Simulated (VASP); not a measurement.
Input:

```
MoS2
1.0
    1.58819    -2.75082     0.00000
    1.58819     2.75082     0.00000
    0.00000     0.00000    15.97189
Mo S
2 4
Direct
  0.33333   0.66667   0.25000
  0.66667   0.33333   0.75000
  0.33333   0.66667   0.84685
  0.66667   0.33333   0.34685
  0.66667   0.33333   0.15315
  0.33333   0.66667   0.65315
```

The numbers are results of RPBE GGA, VASP's PBE PAW potentials (set 64) (plane waves; VASP), not measurements. Settings: 520 eV cut-off, 8×8×2 Γ-centred mesh, Gaussian smearing of 0.050 eV, potentials Mo_sv S.

Without a dispersion term in the relaxation, distances and binding between the weakly bound layers, chains or molecules are unreliable, and so is what depends on them.

### Question
The ions and cell shape at fixed volume are relaxed. Which structure does the run end with?

### Answer

```
MoS2
1.0
    1.60402    -2.77824     0.00000
    1.60402     2.77824     0.00000
    0.00000     0.00000    15.65818
Mo S
2 4
Direct
  0.33333   0.66667   0.25000
  0.66667   0.33333   0.75000
  0.33333   0.66667   0.84983
  0.66667   0.33333   0.34983
  0.66667   0.33333   0.15017
  0.33333   0.66667   0.65017
```
Space group P6_3/mmc (194), at a tolerance of 0.03 Å.

### Question
How much energy does the relaxation gain?

### Answer
The energy (σ→0) changes by -7.3 meV/atom, in 8 ionic steps.

The compound is MoS2 in the 2H layered structure. This cell is one point of a volume scan, at 0.97 of the reference volume. Symmetry was kept, so distortions that lower it aren't found.
